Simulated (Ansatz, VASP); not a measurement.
**Ti (Titanium) in two plane-wave programs**

Aim: how closely do two programs agree when they are given the same cell, functional and k mesh? The cell is taken from a series of runs on this material, whose earlier steps may have relaxed, scaled, displaced or heated it; both programs get it as it stands.

Method: plane waves, with VASP 6.6.1 beside it; relaxation of cell and atoms at LDA and zone-centre phonons at LDA, in Ansatz 0.2.0.

### 1. The starting structure

It takes space group P6_3/mmc (No. 194, hexagonal). Conventional cell: a = 2.852 Å, b = 2.852 Å, c = 4.520 Å, α = 90.00°, β = 90.00°, γ = 120.00°. Nearest to Ti lie 12 Ti at 2.80 to 2.85 Å.

As a file:

```cif
data_structure
_symmetry_space_group_name_H-M 'P6_3/mmc'
_symmetry_Int_Tables_number 194
_cell_length_a 2.8522
_cell_length_b 2.8522
_cell_length_c 4.5200
_cell_angle_alpha 90.000
_cell_angle_beta 90.000
_cell_angle_gamma 120.000
_cell_volume 31.84
loop_
_atom_site_label
_atom_site_type_symbol
_atom_site_symmetry_multiplicity
_atom_site_Wyckoff_symbol
_atom_site_fract_x
_atom_site_fract_y
_atom_site_fract_z
_atom_site_occupancy
Ti1 Ti 2 c 0.33333 0.66667 0.25000 1
```

### 2. VASP: relaxation of cell and atoms, LDA

The relaxed volume is the usual yardstick between codes: in a stiff, nearly cubic crystal its relative difference is about their pressure difference at one cell divided by the bulk modulus.

Lines of VASP's logs that name or quote its potential files are left out, and so is its time.

The input, INCAR:

```
SYSTEM = Ti
PREC = Accurate
ENCUT = 500
EDIFF = 1E-07
NELM = 120
ISMEAR = 0
SIGMA = 0.1
LREAL = .FALSE.
ALGO = Normal
GGA = CA
NBANDS = 18
LASPH = .TRUE.
LORBIT = 11
LWAVE = .FALSE.
LCHARG = .FALSE.
ISIF = 3
IBRION = 2
NSW = 80
EDIFFG = -0.005
GGA_COMPAT = .FALSE.
NELMIN = 4
KPAR = 2
```

The input, POSCAR:

```
Ti
1.0
    2.8521810000      0.0000000000      0.0000000000
   -1.4260900000      2.4700610000      0.0000000000
    0.0000000000      0.0000000000      4.5199630000
Ti
2
Direct
    0.3333331490      0.6666665317      0.2500000553
    0.6666665004      0.3333334683      0.7500001659
```

The input, KPOINTS:

```
Automatic mesh
0
Gamma
9 9 6
0 0 0
```

Potentials, in the order of the species: Ti_sv (LDA family, release 64).

Launch:

```console
mpirun -np 2 vasp_std
```

Numbers of over 12 decimals in the logs are rounded to 6 here.

The program printed:

```text
[banner, memory and clock lines left out]
running    2 mpi-ranks, on    1 nodes
 distrk:  each k-point on    1 cores,    2 groups
 distr:  one band on    1 cores,    1 groups

 POSCAR found type information on POSCAR Ti
 POSCAR found :  1 types and       2 ions
 LDA part: xc-table for (Slater(with rela. corr.)+CA(PZ))
 , standard interpolation
 POSCAR, INCAR and KPOINTS ok, starting setup
 FFT: planning ... GRIDC
 FFT: planning ... GRID_SOFT
 FFT: planning ... GRID
 WAVECAR not read
 entering main loop
       N       E                     dE             d eps       ncg     rms          rms(c)
DAV:   1     0.252881596648E+03    0.25288E+03   -0.13046E+04  1728   0.164E+03
DAV:   2     0.104150359479E+02   -0.24247E+03   -0.23964E+03  1754   0.453E+02
DAV:   3    -0.179264867365E+02   -0.28342E+02   -0.27955E+02  3238   0.127E+02
DAV:   4    -0.189332320217E+02   -0.10067E+01   -0.10055E+01  1974   0.254E+01
DAV:   5    -0.189835088345E+02   -0.50277E-01   -0.50257E-01  2662   0.398E+00    0.126E+01
DAV:   6    -0.171098634658E+02    0.18736E+01   -0.66979E+00  2050   0.272E+01    0.342E+00
DAV:   7    -0.170879148865E+02    0.21949E-01   -0.74643E-01  2606   0.647E+00    0.205E+00
DAV:   8    -0.171167422439E+02   -0.28827E-01   -0.23635E-01  1944   0.607E+00    0.778E-01
DAV:   9    -0.171073978740E+02    0.93444E-02   -0.50162E-02  1998   0.258E+00    0.880E-02
DAV:  10    -0.171079203939E+02   -0.52252E-03   -0.34278E-03  2494   0.386E-01    0.904E-02
DAV:  11    -0.171079225798E+02   -0.21859E-05   -0.20954E-04  2272   0.131E-01    0.394E-02
DAV:  12    -0.171079115056E+02    0.11074E-04   -0.45244E-05  2008   0.650E-02    0.316E-03
DAV:  13    -0.171079113484E+02    0.15717E-06   -0.18583E-06  2230   0.996E-03    0.368E-03
DAV:  14    -0.171079116624E+02   -0.31400E-06   -0.80377E-07  1804   0.839E-03    0.150E-03
DAV:  15    -0.171079116287E+02    0.33794E-07   -0.62530E-08  1106   0.193E-03
   1 F= -.17107912E+02 E0= -.17103822E+02  d E =-.171079E+02
[...]
2 F= -.17108498E+02 E0= -.17104430E+02  d E =-.586075E-03
[...]
3 F= -.17109075E+02 E0= -.17105000E+02  d E =-.116337E-02
[...]
4 F= -.17109228E+02 E0= -.17105288E+02  d E =-.152864E-03
 trial-energy change:   -0.000153  1 .order   -0.000152   -0.000208   -0.000096
 step:   1.6304(harm=  1.7047)  dis= 0.00000  next Energy=   -17.109266 (dE=-0.191E-03)
 bond charge predicted
       N       E                     dE             d eps       ncg     rms          rms(c)
DAV:   1    -0.171097764237E+02   -0.54854E-03   -0.25285E-02  1844   0.216E+00    0.164E-01
DAV:   2    -0.171094050450E+02    0.37138E-03   -0.14532E-03  1728   0.452E-01    0.806E-02
DAV:   3    -0.171092682391E+02    0.13681E-03   -0.40043E-04  2414   0.196E-01    0.117E-02
DAV:   4    -0.171092690289E+02   -0.78975E-06   -0.34731E-05  1900   0.771E-02    0.574E-03
DAV:   5    -0.171092689415E+02    0.87339E-07   -0.16494E-06  2514   0.113E-02    0.216E-03
DAV:   6    -0.171092689322E+02    0.93346E-08   -0.20353E-07  1292   0.587E-03
   5 F= -.17109269E+02 E0= -.17105434E+02  d E =-.193933E-03
 curvature:  -0.89 expect dE=-0.286E-06 dE for cont linesearch -0.242E-06
 trial: gam=-0.03564 g(F)=  0.396E-40 g(S)=  0.320E-06 ort = 0.805E-05 (trialstep = 0.106E+01)
 search vector abs. value=  0.506E-07
 reached required accuracy - stopping structural energy minimisation
```

Parts of OUTCAR (step 2):

```text
ion  position               nearest neighbor table
   1  0.333  0.667  0.250-   2 2.80   2 2.80   2 2.80   2 2.80   2 2.80   2 2.80
   2  0.667  0.333  0.750-   1 2.80   1 2.80   1 2.80   1 2.80   1 2.80   1 2.80

  LATTYP: Found a hexagonal cell.
 ALAT       =     2.8521810000
 C/A-ratio  =     1.5847391873

 Subroutine GETGRP returns: Found 24 space group operations
 (whereof 12 operations were pure point group operations)

The static configuration has the point symmetry D_3d.
 The point group associated with its full space group is D_6h.

 Found     48 irreducible k-points:

   k-points           NKPTS =     48   k-points in BZ     NKDIM =     48   number of bands    NBANDS=     18

   dimension x,y,z NGX =    24 NGY =   24 NGZ =   36
   dimension x,y,z NGXF=    48 NGYF=   48 NGZF=   72

   ENCUT  =  500.0 eV  36.75 Ry    6.06 a.u.   5.20  5.20  8.24*2*pi/ulx,y,z

   NELECT =      24.0000    total number of electrons

 k-points in reciprocal lattice and weights: Automatic mesh
   0.00000000  0.00000000  0.00000000       0.002
   0.11111111 -0.00000000  0.00000000       0.012
   0.22222222  0.00000000  0.00000000       0.012
   0.33333333  0.00000000  0.00000000       0.012
   0.44444444  0.00000000  0.00000000       0.012
   0.11111111  0.11111111  0.00000000       0.012
   0.22222222  0.11111111  0.00000000       0.025
   0.33333333  0.11111111  0.00000000       0.025
   0.44444444  0.11111111  0.00000000       0.012
[...]
0.33333333  0.22222222  0.50000000       0.025
   0.33333333  0.33333333  0.50000000       0.004

 average (electrostatic) potential at core
       1 -71.5508       2 -71.5508

 E-fermi :   8.9257

 k-point     1 :       0.0000    0.0000    0.0000
  band No.  band energies     occupation
    ...
      6     -23.2435      2.00000
      7     -23.2103      2.00000
      8     -23.2103      2.00000
      9       2.6497      2.00000
     10       6.0697      2.00000
     11       9.7213      0.00000
     12       9.7213      0.00000
     13       9.9100      0.00000
     14      10.1249      0.00000
     15      10.2927      0.00000
    ...

 k-point     2 :       0.1111   -0.0000    0.0000
  band No.  band energies     occupation
    ...
      6     -23.2844      2.00000
      7     -23.2591      2.00000
      8     -23.2192      2.00000
      9       3.0187      2.00000
     10       6.3541      2.00000
     11       9.2061      0.00007
     12       9.3664      0.00000
     13       9.9902      0.00000
     14      10.0895      0.00000
     15      10.3145      0.00000
    ...

 k-point     3 :       0.2222    0.0000    0.0000
  band No.  band energies     occupation
    ...
      8     -23.2442      2.00000
      9       4.0264      2.00000
     10       6.9439      2.00000
     11       8.2493      2.00000
     12       8.5540      2.00000
     13       9.7520      0.00000
     14       9.9990      0.00000
     15      10.1591      0.00000
     16      10.7361      0.00000
     17      10.9200      0.00000
    ...

  Total        0.0003152      0.0003152     -0.0036139      0.0000000      0.0000000      0.0000000
  in kB        0.0157214      0.0157214     -0.1802369      0.0000000      0.0000000      0.0000000
  external PRESSURE =      -0.0495980 kB  Pullay stress =       0.0000000 kB

  energy-cutoff  :      500.00
  volume of cell :       32.12
      direct lattice vectors                 reciprocal lattice vectors
     2.867248960  0.000000003 -0.000000000     0.348766366  0.201360301  0.000000000
    -1.433623975  2.483110231  0.000000000    -0.000000000  0.402720744  0.000000000
     0.000000000  0.000000000  4.512121480     0.000000000  0.000000000  0.221625239

 POSITION                                       TOTAL-FORCE (eV/Angst)
 -----------------------------------------------------------------------------------
      0.00000      1.65541      1.12803         0.000000      0.000000      0.000000
      1.43362      0.82770      3.38409        -0.000000     -0.000000     -0.000000
 -----------------------------------------------------------------------------------
    total drift:                                0.001843      0.000010     -0.000707

  FREE ENERGIE OF THE ION-ELECTRON SYSTEM (eV)
  ---------------------------------------------------
  free  energy   TOTEN  =       -17.1092689322 eV

  energy  without entropy=      -17.1015997159  energy(sigma->0) =      -17.10543432

 reached required accuracy - stopping structural energy minimisation

 total charge
# of ion       s       p       d       tot
------------------------------------------
    1        2.270   6.132   1.973  10.374
    2        2.270   6.132   1.973  10.374
--------------------------------------------------
tot          4.539  12.264   3.945  20.749

[... 3 further parts left out ...]
```

CONTCAR:

```
Ti
   1.00000000000000
     2.8672489598733368    0.0000000030566957   -0.0000000000000000
    -1.4336239746480124    2.4831102312960538    0.0000000000000000
     0.0000000000000000    0.0000000000000000    4.5121214799992773
  Ti
     2
Direct
     0.3333331489999978    0.6666665317000025    0.2500000552999992
     0.6666665003999981    0.3333334682999975    0.7500001658999977
```

### 3. Ansatz: relaxation of cell and atoms, LDA

Ansatz runs on its PAW soft_1 files.

The same cell, functional (in two slightly different forms), mesh and smearing now go to Ansatz.

The input, input.yaml:

```yaml
crystal:
  lattice:
    - [2.8521808947, 0.0, 0.0]
    - [-1.4260904474, 2.470061111, 0.0]
    - [0.0, 0.0, 4.5199634641]
  atoms:
    - { symbol: Ti, position: [0.3333333333, 0.6666666667, 0.25] }
    - { symbol: Ti, position: [0.6666666667, 0.3333333333, 0.75] }
kpoints:
  mp_grid: { grid: [9, 9, 6] }
hamiltonian:
  xc: lda
  pseudopotentials: { kind: paw, azcp: { folder: soft_1 }, xc_functional: pbe }
scf:
  occupations: { method: gaussian, width: 0.1 }
output:
  forces: true
  stress: true
  eigenvalues: true
  write_density: true
  write_potential: true
  elf: true
  volumetric_format: npy
basis:
  ecutwfc: 260.0
relax:
  adjacent_minimum: "off"
  f_tol: 0.005
  max_steps: 80
  cell: { stress_tol: 0.05 }
```

Launch:

```console
ansatz run input.yaml --threads 8 --pin off --max-ram 15360MiB --backend cpu --events-out ev --progress --plain --runs-dir out
```

The program printed:

```text
Warning: basis.ecutwfc = 260 eV is below the records' recommended 420 eV, and the density's cutoff is lower with it unless basis.ecutrho_ratio is high enough to keep the records' density cutoff: compare with a run at a higher cutoff
Engine: ansatz 0.2.0, x86_64-unknown-linux-gnu
Pseudopotentials: kind: paw
Pseudopotential: Ti, paw, valence charge 12, recommended cutoff 420 eV (normal), soft_1/Ti.paw.azcp
Functional definition: SPW92
  exchange = slater_x
  correlation = pw_c
Crystal: 2 atoms, lattice volume = 31.843 Å³
Basis set: ecut = 260 eV, 311 PW (Γ)
Bands: 16, of which v1, the nominal top of the filled ones, is band 12 counted from 1 (11 counted from 0)
Symmetry: 24 space group operations
Space group: P63/mmc (ITA 194), of the structure as read, at distance tolerance 3.2e-5 Å
k-points: 48 of 486
Non-local potential: Ti, projectors of the file, l = 0: 3, l = 1: 2, l = 2: 3, l = 3: 1
PAW form: soft (Blöchl's): semilocal exchange-correlation on the pseudo side does not see the compensation charge
PAW frozen core: Ti, regenerated for the run's functional, and the local potential with it (the file was generated under x = pbe(κ = 0.804, μ = 0.219515), c = pbe(β = 0.066725))
PAW one-centre angular grid: Ti, 590 points (default); XC on 64 Gauss nodes
Initial density: superposition of atomic densities (chi_scale 0.1, normalization cell)
Initial wavefunctions: pseudopotential atomic-orbital guess
Functional: x = slater, c = lda
SCF iter   1: F=—  HF=-4900.440441 eV  |F-HF|=—  |Δ(HF+E_count)|=         —  Δρ=6.90e-2  dr2=1.43e0  ethr=3.10e-3  ⟨swp⟩=3.1  Hψ=2913  notcnv=0
preconditioner: auto → none  [metal: Δε(μ)=0.080 eV  Ē_g=3.368 eV  σ=0.100 eV  W_gap=0.42  n_scr=8 (ndim 8)  ℏωp=18.6 eV  f_vac=0.000  D(μ)=1.29/eV (n_scr^D=8)  sad-step TF]
SCF iter   2: F=—  HF=-4900.006379 eV  |F-HF|=—  |Δ(HF+E_count)|=   4.34e-1  Δρ=3.12e-2  dr2=3.19e-1  ethr=3.10e-3  ⟨swp⟩=2.9  Hψ=1782  notcnv=0  defer=4
SCF iter   3: F=—  HF=-4899.910752 eV  |F-HF|=—  |Δ(HF+E_count)|=   9.56e-2  Δρ=3.24e-3  dr2=1.36e-3  ethr=1.33e-3  ⟨swp⟩=3.0  Hψ=1523  notcnv=0  defer=4
SCF iter   4: F=—  HF=-4899.911546 eV  |F-HF|=—  |Δ(HF+E_count)|=   7.94e-4  Δρ=1.94e-4  dr2=6.03e-6  ethr=5.67e-6  ⟨swp⟩=2.0  Hψ=1274  notcnv=0  defer=4
SCF iter   5: F=—  HF=-4899.911565 eV  |F-HF|=—  |Δ(HF+E_count)|=   1.88e-5  Δρ=6.17e-5  dr2=1.04e-6  ethr=2.51e-8  ⟨swp⟩=2.0  Hψ=1347  notcnv=0  defer=4
SCF iter   6: F=-4899.911565 eV  HF=-4899.911565 eV  |F-HF|=7.49e-9  |Δ(HF+E_count)|=   3.49e-7  Δρ=6.60e-6  dr2=9.58e-9  ethr=4.17e-10  ⟨swp⟩=4.5  Hψ=4192  notcnv=0
SCF 1 converged in 6 iterations: F = -4899.911565 eV  dr2 = 9.58e-9
  greatest PAW one-centre occupation: 1.000 electrons in one spin orbital (limit 2), on the Ti atom at site 1 (counted from 0), in its partial waves of l = 1
relax step   1: F+E_penalty+E_count = -4899.91156450 eV  Δ(F+E_penalty+E_count) = +0.000e0 eV  max|allowed force component| = 1.665e-16 eV/Å  Δτ_max = 0.0000 Å  P = -0.304 GPa  Ω = 31.843 Å³  (6 SCF iters, dr2 threshold 1.00e-7 eV, accepted)
[...]
relax step   6: F+E_penalty+E_count = -4899.90895729 eV  Δ(F+E_penalty+E_count) = +7.421e-4 eV  max|allowed force component| = 2.405e-16 eV/Å  Δτ_max = 0.0000 Å  P = -0.049 GPa  Ω = 31.796 Å³  stress off target by 1.32e-1 GPa  SCF on the basis re-selected at this cell (its energy is not comparable with the rows above)  (8 SCF iters)
[...]
relax step   7: F+E_penalty+E_count = -4899.91015271 eV  Δ(F+E_penalty+E_count) = -1.195e-3 eV  max|allowed force component| = 1.480e-16 eV/Å  Δτ_max = 0.0000 Å  P = +0.001 GPa  Ω = 31.788 Å³  energy of the carried Pulay correction = +1.191e-3 eV  (6 SCF iters, accepted)
[...]
relax step   8: F+E_penalty+E_count = -4899.90775032 eV  Δ(F+E_penalty+E_count) = +2.402e-3 eV  max|allowed force component| = 2.220e-16 eV/Å  Δτ_max = 0.0000 Å  P = +0.005 GPa  Ω = 31.788 Å³  stress off target by 2.50e-2 GPa  SCF on the basis re-selected at this cell (its energy is not comparable with the rows above)  (8 SCF iters)
basis re-selected at this cell: Δ(F+E_penalty+E_count) = +2.402e-3 eV, ΔP = +0.004 GPa vs the last step (what re-selecting the basis moved, of the pressure what is left beyond the Pulay correction that the steps carried, after the strain that the cell walked since its last selection, with what the two solves' SCF thresholds leave and, on support functions, any second-order correction that the steps lacked; it is no m [...]
SCF converged after 8 iterations
Free energy (F): -4899.907750 eV
Harris-Foulkes:  -4899.907750 eV  (|F-HF|=9.09e-13)
Internal energy: -4899.900224 eV  (E = F + TS)
E sigma→0 (E₀):  -4899.903987 eV
Entropy (-TS):   -0.007526 eV (-3.763 meV/atom)
Fermi energy:    14.372717 eV
--- Per-component energies (eV) ---
  E_band       = -286.357372
  E_kinetic    = 570.474459
  E_local      = -1655.858766  (includes V_loc(G=0)·N_el)
  E_nonlocal   = 129.493997
  E_hartree    = 659.155716
  E_xc         = -232.378864
  E_vxc        = -292.858918  (∫ρ·V_xc dr)
  E_paw        = -1989.911826  (= ΣΔE_a)
  E_vpaw       = -355.919181  (= ΣTr[D̂ρ^β])
  E_aug_tail   = -0.000395  (compensation charges beyond the density's cutoff)
  E_ewald      = -2381.526446
  E_core_change = 0.651901  (= ΣΔE_core)
  E_smearing   = -0.007526  (= −TS)
  E_closure    = 0.000000  (closes the sum)
  Σ components = -4899.907750   (vs F -4899.907750, Δ=0.00e0)
--- Forces (eV/Å), atoms counted from 1 ---
  atom   1  Ti    -0.00000000    -0.00000000     0.00000000
  atom   2  Ti     0.00000000     0.00000000     0.00000000
  max |Σ_I F_I| component: 3.70e-17 eV/Å
--- Stress (GPa, compression-positive) ---
        0.020150       0.000000       0.000000
        0.000000       0.020150       0.000000
        0.000000       0.000000      -0.025029
  P = ⅓ Tr σ = 0.0051 GPa (0.051 kbar)
--- Band table (eV; the first three rows and the last of 48) ---
  k-point 0: bands = [... 8 lower, 8.1013, 11.4854, 15.1763, 15.1763, 15.3711, 15.5357, 15.7019, 15.7019]
  k-point 1: bands = [... 8 lower, 8.3550, 11.4335, 15.0609, 15.0609, 15.1076, 15.1923, 15.5644, 15.5644]
  k-point 2: bands = [... 8 lower, 9.0655, 10.9897, 14.5390, 14.8236, 14.9741, 14.9741, 15.3158, 15.3158]
  k-point 47: bands = [... 8 lower, 13.0226, 13.0226, 13.1572, 13.1572, 14.2282, 14.2282, 16.1831, 16.1831]
--- Relaxed structure (5 steps of the walk, 4 accepted, 3 SCFs on fresh bases) ---
  F+E_penalty+E_count = -4899.90775032 eV   max|allowed force component| = 2.220e-16 eV/Å   (the final SCF, on the basis selected at the relaxed cell)
  cell:  # Å, volume = 31.7881 Å³
    - [2.853299, 2.8878919828688095e-11, 0.0]
    - [-1.426650, 2.471030, 0.0]
    - [0.0, 0.0, 4.508570]
  atoms:
    - { symbol: Ti, position: [0.333333, 0.666667, 0.250000] }
    - { symbol: Ti, position: [0.666667, 0.333333, 0.750000] }
```

### 4. Side by side

Known differences besides the potentials themselves: the two LDA forms differ slightly; the cutoff is 260 eV in Ansatz and 500 eV in VASP; VASP's log shows a relativistic correction to its local exchange, Ansatz's none; Ansatz adds a Pulay correction to the stress that steers its cell, VASP none; Ansatz's log warns that its cutoff lies below the recommended one. Total energies have different zeros and are not compared.

Compared:

```
                                         quantity  Ansatz   VASP  difference
                                      volume (Å³)   31.79  32.12     -1.05 %
edge a after relaxation, in the typed setting (Å)   2.853  2.867     -0.48 %
edge c after relaxation, in the typed setting (Å)   4.509  4.512     -0.08 %
```

(Part 1 of 2 ends here.)

[Lines on the potential files, build, host, timing and source positions are cut from VASP's logs without a mark.]

[Logs are printed without paths, hosts, clocks, repeated set-up lines and the standing remarks that a program may print on its own settings, such as how far it seeks lower states.]

[Hosts, paths, dates, database ids (printed as entryN), source tags and the programs' standing remarks are cut or masked in the printed files.]
